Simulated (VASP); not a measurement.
# Bi2Te3 (Tellurobismuthite): accuracy against cost in the k-mesh and plane-wave cutoff, part 2 of 3

How sensitive are energy, pressure and forces of Bi2Te3 (Tellurobismuthite) to the k-mesh and plane-wave cutoff? The series runs use PBE. The start is a cell from a database of measured crystal structures.

VASP 6.6.1; PBE; plane waves and PAW (Bi_d, Te).

Still holding for the runs below: Spin-orbit coupling is off here; with elements this heavy it splits and shifts levels by tenths of an eV or more.

So far. Step 6 (K-mesh: 7 7 7): Against the run before the energy moves by +0.14 meV an atom and the pressure by +0.02 GPa, after 14 cycles in 43 s.

### 7. K-mesh: 9 9 9

The input, INCAR:

```
SYSTEM = Bi2Te3
PREC = Accurate
ENCUT = 400
EDIFF = 1E-06
NELM = 100
ISMEAR = -1
SIGMA = 0.05
LREAL = .FALSE.
ALGO = Normal
GGA = PE
NBANDS = 30
LORBIT = 11
LWAVE = .FALSE.
LCHARG = .FALSE.
KPAR = 4
ISIF = 2
```

The input, POSCAR:

```
Bi2Te3
1.0
   -4.3860000000      0.0000000000      0.0000000000
    2.1930000000     -3.7983874210      0.0000000000
    2.1930000000      1.2661291403     10.1656666667
Bi Te
2 3
Direct
    0.8000000000      0.4000000000      0.2000000000
    0.2000000000      0.6000000000      0.8000000000
    0.0000000000      0.0000000000      0.0000000000
    0.4190000000      0.2095000000      0.6285000000
    0.5810000000      0.7905000000      0.3715000000
```

The input, KPOINTS:

```
Automatic mesh
0
Gamma
9 9 9
0 0 0
```

The projector-augmented-wave data sets are Bi_d and Te (PBE family, release 64).

Command:

```console
> mpirun -np 4 vasp_std
```

What it wrote:

```text
[... set-up lines as in an earlier step ...]
 entering main loop
       N       E                     dE             d eps       ncg     rms          rms(c)
DAV:   1     0.395917176441E+03    0.39592E+03   -0.19073E+04  5116   0.128E+03
DAV:   2     0.221713998207E+02   -0.37375E+03   -0.36106E+03  5546   0.353E+02
DAV:   3    -0.170111763936E+02   -0.39183E+02   -0.37619E+02  6498   0.132E+02
DAV:   4    -0.185329044457E+02   -0.15217E+01   -0.15134E+01  5922   0.283E+01
[...]
DAV:  12    -0.183345295624E+02   -0.57311E-05   -0.10787E-05  5018   0.172E-02    0.187E-02
DAV:  13    -0.183345315036E+02   -0.19411E-05   -0.50609E-06  4930   0.116E-02    0.367E-03
DAV:  14    -0.183345315250E+02   -0.21457E-07   -0.36769E-07  3186   0.508E-03
   1 F= -.18334532E+02 E0= -.18334471E+02  d E =-.120642E-03
```

Wall time 75 s (4 MPI ranks of Intel Xeon Platinum 8259CL at 2.50GHz (Skylake/Cascade Lake), shared host); peak memory 1.6 GiB.

OUTCAR, selected parts (step 7):

```text
  Total        2.0410442      2.0410442      1.8328217      0.0000000     -0.0000000      0.0000000
  in kB       19.3089757     19.3089757     17.3391200      0.0000000     -0.0000000      0.0000000
  external PRESSURE =      18.6523571 kB  Pullay stress =       0.0000000 kB

 POSITION                                       TOTAL-FORCE (eV/Angst)
 -----------------------------------------------------------------------------------
     -2.19300     -1.26613      2.03313         0.000000     -0.000000      0.029945
      2.19300     -1.26613      8.13253         0.000000      0.000000     -0.029945
      0.00000      0.00000      0.00000        -0.000000      0.000000      0.000000
      0.00000     -0.00000      6.38912        -0.000000     -0.000000      0.035484
     -0.00000     -2.53226      3.77655        -0.000000      0.000000     -0.035484
 -----------------------------------------------------------------------------------
    total drift:                               -0.000000     -0.000000     -0.000000

  FREE ENERGIE OF THE ION-ELECTRON SYSTEM (eV)
  ---------------------------------------------------
  free  energy   TOTEN  =       -18.3345315250 eV

  energy  without entropy=      -18.3344108832  energy(sigma->0) =      -18.33447120

[... 1 part as in an earlier step ...]

[... 2 further parts left out ...]
[key lines of the parts left out:]
E-fermi :   6.3685
```

Against the run before the energy moves by -0.11 meV an atom while the pressure stays within 0.01 GPa, after 14 cycles in 75 s.

### 8. K-mesh: 11 11 11

INCAR is that of step 7.

POSCAR is that of step 7.

The input, KPOINTS:

```
Automatic mesh
0
Gamma
11 11 11
0 0 0
```

Command:

```console
> mpirun -np 4 vasp_std
```

What it wrote:

```text
[... set-up lines as in an earlier step ...]
 entering main loop
       N       E                     dE             d eps       ncg     rms          rms(c)
DAV:   1     0.395406044568E+03    0.39541E+03   -0.19053E+04  8776   0.128E+03
DAV:   2     0.219414320281E+02   -0.37346E+03   -0.36080E+03  9538   0.353E+02
DAV:   3    -0.170160268742E+02   -0.38957E+02   -0.37504E+02 11140   0.132E+02
DAV:   4    -0.185361340274E+02   -0.15201E+01   -0.15101E+01 10280   0.282E+01
[...]
DAV:  12    -0.183339563776E+02   -0.58507E-05   -0.10887E-05  8676   0.173E-02    0.187E-02
DAV:  13    -0.183339582189E+02   -0.18414E-05   -0.50435E-06  8412   0.115E-02    0.361E-03
DAV:  14    -0.183339582371E+02   -0.18167E-07   -0.37675E-07  5568   0.508E-03
   1 F= -.18333958E+02 E0= -.18333910E+02  d E =-.957393E-04
```

It took 2.1 min on 4 MPI ranks; peak memory 2.1 GiB.

OUTCAR, selected parts (step 8):

```text
  Total        2.0349871      2.0349871      1.8442319      0.0000000     -0.0000000      0.0000000
  in kB       19.2516736     19.2516736     17.4470647      0.0000000     -0.0000000      0.0000000
  external PRESSURE =      18.6501373 kB  Pullay stress =       0.0000000 kB

 POSITION                                       TOTAL-FORCE (eV/Angst)
 -----------------------------------------------------------------------------------
     -2.19300     -1.26613      2.03313        -0.000000     -0.000000      0.028045
      2.19300     -1.26613      8.13253         0.000000      0.000000     -0.028045
      0.00000      0.00000      0.00000         0.000000      0.000000      0.000000
      0.00000     -0.00000      6.38912         0.000000     -0.000000      0.036241
     -0.00000     -2.53226      3.77655        -0.000000      0.000000     -0.036241
 -----------------------------------------------------------------------------------
    total drift:                               -0.000000     -0.000000     -0.000000

  FREE ENERGIE OF THE ION-ELECTRON SYSTEM (eV)
  ---------------------------------------------------
  free  energy   TOTEN  =       -18.3339582371 eV

  energy  without entropy=      -18.3338624978  energy(sigma->0) =      -18.33391037

[... 1 part as in an earlier step ...]

[... 2 further parts left out ...]
[key lines of the parts left out:]
E-fermi :   6.3745
```

Against the run before the energy moves by +0.11 meV an atom while the pressure stays within 0.01 GPa, after 14 cycles in 2.1 min.

### 9. The k-mesh series as a table

This step: convergence of PBE results with the mesh; plane waves and PAW (VASP 6.6.1).

No new run; the numbers come from the runs before.

Differences are taken from the run with 11 11 11. Results of the series, by row:

```csv
setting,status,energy less the reference (meV/atom),pressure (GPa),largest force difference (meV/Å),gap (eV),SCF cycles,wall time (s)
2 2 2,converged,246.7,4.233,658.9,0.2647,14,5.4
3 3 3,converged,9.488,1.971,107.7,0.2981,14,10.2
4 4 4,converged,-0.3574,1.822,27.2,0.2859,14,17.8
5 5 5,converged,-0.1439,1.85,26.5,0.2829,14,22
7 7 7,converged,-0.004266,1.867,8.588,0.2788,14,43
9 9 9,converged,-0.1122,1.865,1.9,0.2772,14,75
11 11 11,converged,0,1.865,0,0.2765,14,127.1
```

### 10. Plane-wave cutoff: ENCUT = 150

This step: PBE; plane waves and PAW (Bi_d, Te) (VASP 6.6.1).

The basis grows with ENCUT, and energy and stress both move with it.

INCAR, as its differences from that of step 8:

```diff
@@ -2,3 +2,3 @@
 PREC = Accurate
-ENCUT = 400
+ENCUT = 150
 EDIFF = 1E-06
```

POSCAR is that of step 8.

The input, KPOINTS:

```
Automatic mesh
0
Gamma
5 5 5
0 0 0
```

Command:

```console
> mpirun -np 4 vasp_std
```

What it wrote:

```text
[... set-up lines as in an earlier step ...]
 entering main loop
       N       E                     dE             d eps       ncg     rms          rms(c)
DAV:   1     0.184678752993E+03    0.18468E+03   -0.12762E+04  1460   0.537E+02
DAV:   2     0.107522382708E+01   -0.18360E+03   -0.17767E+03  1448   0.190E+02
DAV:   3    -0.737480180438E+01   -0.84500E+01   -0.83799E+01  1338   0.387E+01
DAV:   4    -0.750999588547E+01   -0.13519E+00   -0.13509E+00  1226   0.475E+00
DAV:   5    -0.751218215810E+01   -0.21863E-02   -0.21862E-02  1300   0.566E-01    0.119E+01
DAV:   6    -0.634281267873E+01    0.11694E+01   -0.22836E+00  1234   0.103E+01    0.798E+00
DAV:   7    -0.625636174340E+01    0.86451E-01   -0.12182E+00  1248   0.662E+00    0.208E+00
DAV:   8    -0.626581762065E+01   -0.94559E-02   -0.62267E-02  1212   0.122E+00    0.105E+00
DAV:   9    -0.626444994053E+01    0.13677E-02   -0.75568E-03  1322   0.608E-01    0.482E-01
DAV:  10    -0.626447802951E+01   -0.28089E-04   -0.53884E-03  1248   0.427E-01    0.197E-01
DAV:  11    -0.626445030443E+01    0.27725E-04   -0.26570E-04  1236   0.876E-02    0.917E-02
DAV:  12    -0.626445128400E+01   -0.97958E-06   -0.42991E-05  1126   0.267E-02    0.606E-02
DAV:  13    -0.626445242830E+01   -0.11443E-05   -0.12813E-05  1226   0.215E-02    0.214E-02
DAV:  14    -0.626445013384E+01    0.22945E-05   -0.37891E-06  1190   0.145E-02    0.809E-03
DAV:  15    -0.626444955944E+01    0.57441E-06   -0.11304E-06   660   0.443E-03
   1 F= -.62644496E+01 E0= -.62642908E+01  d E =-.317581E-03
```

Elapsed: 5.4 s, on 4 MPI ranks; peak memory 0.53 GiB; 17 s of CPU time.

Parts of OUTCAR (step 10):

```text
   ENCUT  =  150.0 eV  11.02 Ry    3.32 a.u.   4.38  4.38 10.46*2*pi/ulx,y,z

   NELECT =      48.0000    total number of electrons

 E-fermi :   6.3127

 k-point     1 :       0.0000    0.0000    0.0000
  band No.  band energies     occupation
    ...
     20       4.5023      2.00000
     21       4.5023      2.00000
     22       5.3569      2.00000
     23       5.3569      2.00000
     24       6.1564      1.91585
     25       6.4664      0.08839
     26       6.8196      0.00008
     27       6.8197      0.00008
     28       8.1642      0.00000
     29       8.2805      0.00000
    ...

  Total     -125.6174923   -125.6174923   -124.9986682      0.0000000      0.0000000     -0.0000000
  in kB    -1188.3844220  -1188.3844220  -1182.5301346      0.0000000      0.0000000     -0.0000000
  external PRESSURE =   -1186.4329929 kB  Pullay stress =       0.0000000 kB

 POSITION                                       TOTAL-FORCE (eV/Angst)
 -----------------------------------------------------------------------------------
     -2.19300     -1.26613      2.03313        -0.000000      0.000000     -0.219381
      2.19300     -1.26613      8.13253         0.000000     -0.000000      0.219381
      0.00000      0.00000      0.00000        -0.000000      0.000000      0.000000
      0.00000     -0.00000      6.38912        -0.000000     -0.000000      0.120967
     -0.00000     -2.53226      3.77655         0.000000      0.000000     -0.120967
 -----------------------------------------------------------------------------------
    total drift:                                0.000000     -0.000000     -0.000000

  FREE ENERGIE OF THE ION-ELECTRON SYSTEM (eV)
  ---------------------------------------------------
  free  energy   TOTEN  =        -6.2644495594 eV

  energy  without entropy=       -6.2641319787  energy(sigma->0) =       -6.26429077

[... 4 parts as in an earlier step ...]

[... 12 further parts left out ...]
```

A gap read on the k-mesh alone can miss the band edges.

This step gave:

| Item | Value |
| --- | --- |
| SCF cycles | 15 |
| irreducible k-points | 19 |
| free energy (TOTEN) | -6.264 eV |
| energy at zero smearing | -6.264 eV |
| Fermi energy | 6.313 eV |
| pressure | -118.6 GPa |
| gap on the k-mesh | 0.3100 eV |
| least direct gap on the k-mesh | 0.3100 eV |

The series starts at -1.2529 eV an atom and -118.64 GPa, after 15 cycles in 5.4 s.

### 11. Plane-wave cutoff: ENCUT = 180

INCAR, as its differences from that of step 10:

```diff
@@ -2,3 +2,3 @@
 PREC = Accurate
-ENCUT = 150
+ENCUT = 180
 EDIFF = 1E-06
```

POSCAR is that of step 10.

KPOINTS is that of step 10.

Command:

```console
> mpirun -np 4 vasp_std
```

What it wrote:

```text
[... set-up lines as in an earlier step ...]
 entering main loop
       N       E                     dE             d eps       ncg     rms          rms(c)
DAV:   1     0.219578091012E+03    0.21958E+03   -0.13741E+04  1450   0.659E+02
DAV:   2    -0.403475398824E+01   -0.22361E+03   -0.21624E+03  1364   0.227E+02
DAV:   3    -0.169465260587E+02   -0.12912E+02   -0.12707E+02  1328   0.581E+01
DAV:   4    -0.172305601626E+02   -0.28403E+00   -0.28320E+00  1300   0.816E+00
[...]
DAV:  12    -0.169108230979E+02   -0.49327E-05   -0.17306E-05  1108   0.172E-02    0.235E-02
DAV:  13    -0.169108243622E+02   -0.12644E-05   -0.45839E-06  1060   0.110E-02    0.695E-03
DAV:  14    -0.169108244306E+02   -0.68367E-07   -0.51144E-07   648   0.608E-03
   1 F= -.16910824E+02 E0= -.16910649E+02  d E =-.350096E-03
```

Wall time 6.2 s (4 MPI ranks); peak memory 0.58 GiB; 21 s of CPU time.

OUTCAR, selected parts (step 11):

```text
  Total      -27.7365345    -27.7365345    -27.6984543      0.0000000      0.0000000      0.0000000
  in kB     -262.3970990   -262.3970990   -262.0368474      0.0000000      0.0000000      0.0000000
  external PRESSURE =    -262.2770151 kB  Pullay stress =       0.0000000 kB

 POSITION                                       TOTAL-FORCE (eV/Angst)
 -----------------------------------------------------------------------------------
     -2.19300     -1.26613      2.03313        -0.000000      0.000000     -0.005167
      2.19300     -1.26613      8.13253        -0.000000     -0.000000      0.005167
      0.00000      0.00000      0.00000        -0.000000      0.000000      0.000000
      0.00000     -0.00000      6.38912         0.000000     -0.000000      0.031428
     -0.00000     -2.53226      3.77655        -0.000000      0.000000     -0.031428
 -----------------------------------------------------------------------------------
    total drift:                                0.000000      0.000000      0.000000

  FREE ENERGIE OF THE ION-ELECTRON SYSTEM (eV)
  ---------------------------------------------------
  free  energy   TOTEN  =       -16.9108244306 eV

  energy  without entropy=      -16.9104743346  energy(sigma->0) =      -16.91064938

[... 1 part as in an earlier step ...]

[... 2 further parts left out ...]
[key lines of the parts left out:]
E-fermi :   6.3567
```

Against the run before the energy moves by -2129.27 meV an atom and the pressure by +92.42 GPa, after 14 cycles in 6.2 s.

### 12. Plane-wave cutoff: ENCUT = 220

INCAR, as its differences from that of step 11:

```diff
@@ -2,3 +2,3 @@
 PREC = Accurate
-ENCUT = 180
+ENCUT = 220
 EDIFF = 1E-06
```

POSCAR is that of step 11.

KPOINTS is that of step 11.

Command:

```console
> mpirun -np 4 vasp_std
```

What it wrote:

```text
[... set-up lines as in an earlier step ...]
 entering main loop
       N       E                     dE             d eps       ncg     rms          rms(c)
DAV:   1     0.281700540976E+03    0.28170E+03   -0.14576E+04  1324   0.799E+02
DAV:   2     0.206533761268E+01   -0.27964E+03   -0.27121E+03  1362   0.268E+02
DAV:   3    -0.180034125461E+02   -0.20069E+02   -0.19721E+02  1370   0.833E+01
DAV:   4    -0.185230545004E+02   -0.51964E+00   -0.51771E+00  1352   0.139E+01
[...]
DAV:  12    -0.182681598482E+02   -0.72958E-05   -0.12323E-05  1114   0.174E-02    0.184E-02
DAV:  13    -0.182681612491E+02   -0.14009E-05   -0.46213E-06  1110   0.100E-02    0.463E-03
DAV:  14    -0.182681613764E+02   -0.12734E-06   -0.39580E-07   702   0.405E-03
   1 F= -.18268161E+02 E0= -.18267974E+02  d E =-.375526E-03
```

Wall time 8.4 s (4 MPI ranks); peak memory 0.69 GiB; 29 s of CPU time.

Parts of OUTCAR (step 12):

```text
  Total       -0.8164405     -0.8164405     -0.9999193      0.0000000      0.0000000      0.0000000
  in kB       -7.7238062     -7.7238062     -9.4595784      0.0000000      0.0000000      0.0000000
  external PRESSURE =      -8.3023969 kB  Pullay stress =       0.0000000 kB

 POSITION                                       TOTAL-FORCE (eV/Angst)
 -----------------------------------------------------------------------------------
     -2.19300     -1.26613      2.03313        -0.000000     -0.000000      0.000389
      2.19300     -1.26613      8.13253        -0.000000      0.000000     -0.000389
      0.00000      0.00000      0.00000        -0.000000      0.000000      0.000000
      0.00000     -0.00000      6.38912         0.000000     -0.000000      0.022040
     -0.00000     -2.53226      3.77655         0.000000      0.000000     -0.022040
 -----------------------------------------------------------------------------------
    total drift:                                0.000000     -0.000000      0.000000

  FREE ENERGIE OF THE ION-ELECTRON SYSTEM (eV)
  ---------------------------------------------------
  free  energy   TOTEN  =       -18.2681613764 eV

  energy  without entropy=      -18.2677858504  energy(sigma->0) =      -18.26797361

[... 1 part as in an earlier step ...]

[... 2 further parts left out ...]
[key lines of the parts left out:]
E-fermi :   6.3643
```

Against the run before the energy moves by -271.46 meV an atom and the pressure by +25.40 GPa, after 14 cycles in 8.4 s.

### 13. Plane-wave cutoff: ENCUT = 240

INCAR, as its differences from that of step 12:

```diff
@@ -2,3 +2,3 @@
 PREC = Accurate
-ENCUT = 220
+ENCUT = 240
 EDIFF = 1E-06
```

POSCAR is that of step 12.

KPOINTS is that of step 12.

Command:

```console
> mpirun -np 4 vasp_std
```

What it wrote:

```text
[... set-up lines as in an earlier step ...]
 entering main loop
       N       E                     dE             d eps       ncg     rms          rms(c)
DAV:   1     0.309587979695E+03    0.30959E+03   -0.14983E+04  1252   0.869E+02
DAV:   2     0.622375233969E+01   -0.30336E+03   -0.29431E+03  1340   0.287E+02
DAV:   3    -0.178819864701E+02   -0.24106E+02   -0.23286E+02  1414   0.943E+01
DAV:   4    -0.185776807788E+02   -0.69569E+00   -0.69277E+00  1360   0.170E+01
[...]
DAV:  12    -0.183251198433E+02   -0.71088E-05   -0.12105E-05  1072   0.183E-02    0.190E-02
DAV:  13    -0.183251214081E+02   -0.15648E-05   -0.50861E-06  1128   0.108E-02    0.451E-03
DAV:  14    -0.183251215087E+02   -0.10057E-06   -0.41205E-07   714   0.421E-03
   1 F= -.18325122E+02 E0= -.18324931E+02  d E =-.380314E-03
```

Elapsed: 8.4 s, on 4 MPI ranks; peak memory 0.71 GiB.

From OUTCAR (step 13):

```text
  Total        1.5327629      1.5327629      1.3519009      0.0000000     -0.0000000      0.0000000
  in kB       14.5004608     14.5004608     12.7894449      0.0000000     -0.0000000      0.0000000
  external PRESSURE =      13.9301222 kB  Pullay stress =       0.0000000 kB

 POSITION                                       TOTAL-FORCE (eV/Angst)
 -----------------------------------------------------------------------------------
     -2.19300     -1.26613      2.03313        -0.000000     -0.000000      0.002003
      2.19300     -1.26613      8.13253         0.000000      0.000000     -0.002003
      0.00000      0.00000      0.00000         0.000000      0.000000      0.000000
      0.00000     -0.00000      6.38912        -0.000000     -0.000000      0.023397
     -0.00000     -2.53226      3.77655         0.000000      0.000000     -0.023397
 -----------------------------------------------------------------------------------
    total drift:                                0.000000     -0.000000      0.000000

  FREE ENERGIE OF THE ION-ELECTRON SYSTEM (eV)
  ---------------------------------------------------
  free  energy   TOTEN  =       -18.3251215087 eV

  energy  without entropy=      -18.3247411945  energy(sigma->0) =      -18.32493135

[... 1 part as in an earlier step ...]

[... 2 further parts left out ...]
[key lines of the parts left out:]
E-fermi :   6.3642
```

Against the run before the energy moves by -11.39 meV an atom and the pressure by +2.22 GPa, after 14 cycles in 8.4 s.

(Continued in part 3 of 3.)

[Lines on the potential files, build, host, timing and source positions are cut from VASP's logs without a mark.]

[Logs are printed without paths, hosts, clocks, repeated set-up lines and the standing remarks that a program may print on its own settings, such as how far it seeks lower states.]

[Hosts, paths, dates, database ids (printed as entryN), source tags and the programs' standing remarks are cut or masked in the printed files.]

[A measured line is paired with the nearest computed mode of its activity, which favours agreement.]
